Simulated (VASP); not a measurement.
Method: revTPSS meta-GGA, VASP's PBE PAW potentials (set 64) (plane waves; VASP).

A VASP calculation is set up with these files.

POSCAR:
```
Cu
1
    0.0000000000     1.8050000000     1.8050000000
    1.8050000000     0.0000000000     1.8050000000
    1.8050000000     1.8050000000     0.0000000000
Cu
1
Direct
  0.0000000000   0.0000000000   0.0000000000
```

INCAR:
```
METAGGA = RTPSS
LMAXMIX = 4   # l cut-off of mixed one-centre charges
LWAVE = F
EDIFF = 1E-6   # SCF stop (eV)
LCHARG = F
ALGO = Normal   # blocked Davidson
ENCUT = 520
SIGMA = 0.1
ISMEAR = 1   # Methfessel-Paxton
SYSTEM = Cu
LMIXTAU = T
IBRION = 2
NELM = 100   # most electronic steps
PREC = Accurate
ISIF = 3   # ions, shape and volume
EDIFFG = -0.01
NSW = 60
LASPH = T   # aspherical one-centre terms
LREAL = F
```

KPOINTS:
```
Automatic mesh
0
Gamma
16 16 16
0 0 0
```

POTCAR, in this order: Cu (PBE.64 set). Program: vasp_std.

The run wrote:

### OSZICAR
```
       N       E                     dE             d eps       ncg     rms          rms(c)
DAV:   1     0.580384534008E+02    0.58038E+02   -0.71892E+03  2666   0.268E+03
DAV:   2     0.819548259364E+01   -0.49843E+02   -0.47732E+02  2636   0.280E+02
DAV:   3     0.478180439008E+01   -0.34137E+01   -0.33421E+01  3126   0.118E+02
DAV:   4     0.472307345547E+01   -0.58731E-01   -0.58715E-01  3300   0.154E+01
DAV:   5     0.472219928474E+01   -0.87417E-03   -0.87416E-03  3460   0.166E+00    0.501E+00
DAV:   6     0.602742120460E+00   -0.41195E+01   -0.17788E+01  2610   0.948E+01    0.120E+00
DAV:   7     0.845769203221E+00    0.24303E+00   -0.35600E+00  2686   0.407E+01    0.125E+00
DAV:   8     0.613741363644E+00   -0.23203E+00   -0.29497E+00  2718   0.476E+01    0.191E+00
DAV:   9     0.647965691354E+00    0.34224E-01   -0.39996E-01  3494   0.117E+01    0.431E-01
DAV:  10     0.682767488516E+00    0.34802E-01   -0.52993E-02  2817   0.596E+00    0.135E-01
DAV:  11     0.685405646831E+00    0.26382E-02   -0.30139E-03  2953   0.104E+00    0.142E-01
DAV:  12     0.685874988108E+00    0.46934E-03   -0.60960E-04  2954   0.670E-01    0.800E-02
DAV:  13     0.685948880331E+00    0.73892E-04   -0.15317E-04  3042   0.321E-01    0.474E-02
DAV:  14     0.685986593568E+00    0.37713E-04   -0.21769E-04  2741   0.359E-01    0.625E-03
DAV:  15     0.685986346739E+00   -0.24683E-06   -0.94801E-07  1646   0.202E-02
   1 F= 0.68598635E+00 E0= 0.68601437E+00  d E =0.685986E+00
       N       E                     dE             d eps       ncg     rms          rms(c)
DAV:   1    -0.427784505702E+00   -0.11138E+01   -0.20596E+01  2743   0.115E+02    0.873E+00
DAV:   2     0.209952796695E+00    0.63774E+00   -0.19473E+01  2740   0.110E+02    0.398E+00
DAV:   3     0.651282289274E+00    0.44133E+00   -0.35476E+00  2718   0.468E+01    0.120E+00
DAV:   4     0.669151638544E+00    0.17869E-01   -0.15553E-01  2800   0.974E+00    0.417E-01
DAV:   5     0.678869274661E+00    0.97176E-02   -0.81134E-02  2784   0.795E+00    0.217E-01
DAV:   6     0.680038263322E+00    0.11690E-02   -0.14616E-02  2792   0.326E+00    0.771E-02
DAV:   7     0.680195685129E+00    0.15742E-03   -0.86305E-04  2836   0.774E-01    0.338E-03
DAV:   8     0.680180773997E+00   -0.14911E-04   -0.32389E-05  2986   0.128E-01    0.108E-02
DAV:   9     0.680188326386E+00    0.75524E-05   -0.28038E-05  2850   0.139E-01    0.209E-03
DAV:  10     0.680186966637E+00   -0.13597E-05   -0.51341E-07  1404   0.182E-02    0.539E-04
DAV:  11     0.680187605623E+00    0.63899E-06   -0.86018E-08  1329   0.768E-03
   2 F= 0.68018761E+00 E0= 0.68015273E+00  d E =-.579874E-02
       N       E                     dE             d eps       ncg     rms          rms(c)
DAV:   1     0.540531819290E+00   -0.13966E+00   -0.28146E+00  2739   0.463E+01    0.296E+00
DAV:   2     0.628233034629E+00    0.87701E-01   -0.20876E+00  2753   0.348E+01    0.125E+00
DAV:   3     0.670663520982E+00    0.42430E-01   -0.43189E-01  2731   0.166E+01    0.534E-01
DAV:   4     0.674602347886E+00    0.39388E-02   -0.43475E-02  2955   0.518E+00    0.248E-01
DAV:   5     0.676012384057E+00    0.14100E-02   -0.14535E-02  2775   0.326E+00    0.469E-02
DAV:   6     0.676079669478E+00    0.67285E-04   -0.75713E-04  2822   0.743E-01    0.209E-02
DAV:   7     0.676085471301E+00    0.58018E-05   -0.95553E-05  2844   0.262E-01    0.431E-03
DAV:   8     0.676088791407E+00    0.33201E-05   -0.90851E-06  2640   0.751E-02    0.249E-03
DAV:   9     0.676087059534E+00   -0.17319E-05   -0.16344E-06  1368   0.322E-02    0.593E-04
DAV:  10     0.676087325407E+00    0.26587E-06   -0.26734E-08  1326   0.417E-03
   3 F= 0.67608733E+00 E0= 0.67606713E+00  d E =-.989902E-02
       N       E                     dE             d eps       ncg     rms          rms(c)
DAV:   1     0.675286781413E+00   -0.80028E-03   -0.16062E-02  2743   0.341E+00    0.229E-01
DAV:   2     0.675745773987E+00    0.45899E-03   -0.12975E-02  2751   0.275E+00    0.999E-02
DAV:   3     0.676036604634E+00    0.29083E-03   -0.26079E-03  2729   0.128E+00    0.388E-02
DAV:   4     0.676074213201E+00    0.37609E-04   -0.21341E-04  2889   0.364E-01    0.173E-02
DAV:   5     0.676079884770E+00    0.56716E-05   -0.75058E-05  2800   0.236E-01    0.370E-03
DAV:   6     0.676081224836E+00    0.13401E-05   -0.47525E-06  2184   0.588E-02    0.166E-03
DAV:   7     0.676080952710E+00   -0.27213E-06   -0.52040E-07  1322   0.193E-02
   4 F= 0.67608095E+00 E0= 0.67606228E+00  d E =-.990539E-02
```

OUTCAR:
```
------------------------ aborting loop because EDIFF is reached ----------------------------------------
  FORCE on cell =-STRESS in cart. coord.  units (eV):
  Direction    XX          YY          ZZ          XY          YZ          ZX
  --------------------------------------------------------------------------------------
  Total       -0.0037283     -0.0037283     -0.0037283     -0.0000000     -0.0000000      0.0000000
  in kB       -0.5281419     -0.5281419     -0.5281419     -0.0000000     -0.0000000      0.0000000
  external PRESSURE =      -0.5281419 kB  Pullay stress =       0.0000000 kB
  volume of cell :       11.31
      direct lattice vectors                 reciprocal lattice vectors
     0.000000000  1.781615269  1.781615269    -0.280644205  0.280644205  0.280644205
     1.781615269 -0.000000000  1.781615269     0.280644205 -0.280644205  0.280644205
     1.781615269  1.781615269  0.000000000     0.280644205  0.280644205 -0.280644205
 POSITION                                       TOTAL-FORCE (eV/Angst)
 -----------------------------------------------------------------------------------
      0.00000      0.00000      0.00000         0.000000      0.000000      0.000000
 -----------------------------------------------------------------------------------
    total drift:                               -0.000000     -0.000000     -0.000000
  FREE ENERGIE OF THE ION-ELECTRON SYSTEM (eV)
  ---------------------------------------------------
  free  energy   TOTEN  =         0.6760809527 eV

  energy  without entropy=        0.6760249285  energy(sigma->0) =        0.67606228

 reached required accuracy - stopping structural energy minimisation
```
(Selected blocks of OUTCAR.)

### CONTCAR
```
Cu
   1.00000000000000
     0.0000000000000000    1.7816152686826336    1.7816152686826336
     1.7816152686826336   -0.0000000000000000    1.7816152686826336
     1.7816152686826336    1.7816152686826336    0.0000000000000000
  Cu
     1
Direct
     0.0000000000000000    0.0000000000000000    0.0000000000000000
```

Energy and stress use the plane-wave basis of the starting cell.

The compound is Cu in the fcc structure. This run relaxes it. Symmetry was kept, so distortions that lower it aren't found.
